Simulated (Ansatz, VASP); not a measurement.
**One calculation of Sb3Pb, two programs**

```
Sb Pb
1.0
    -3.25147    3.25147    3.25147
     3.25147   -3.25147    3.25147
     3.25147    3.25147   -3.25147
Sb Pb
3 1
Direct
  0.00000 0.50000 0.50000
  0.50000 0.00000 0.50000
  0.50000 0.50000 0.00000
  0.00000 0.00000 0.00000
```

Alike in both runs: task single point; functional PBE; k mesh 10 × 10 × 10; occupations gaussian, width 0.1 eV; no spin polarisation.

|  | VASP | Ansatz |
| --- | --- | --- |
| version | VASP 6.6.1 | Ansatz 0.2.0 |
| potentials or method | VASP PAW PBE potentials, release 64 (Sb, Pb_d) | scalar-relativistic, plane waves, PAW |
| plane-wave cutoff (eV) | 520 | 420 |
| valence electrons in the cell | 29 | 59 |

|  | VASP | Ansatz | Ansatz less VASP |
| --- | --- | --- | --- |
| gap on the k mesh at the Fermi level (eV) | none | none | - |
| pressure (GPa) | -3.8 | -3.7 | +0.06 |

A gap of «none» marks a metal or a gap that the smearing closes. The two sets of potentials don't hold the same shells in valence.

The runs have no spin-orbit coupling, so splittings on Pb, Sb are missing.
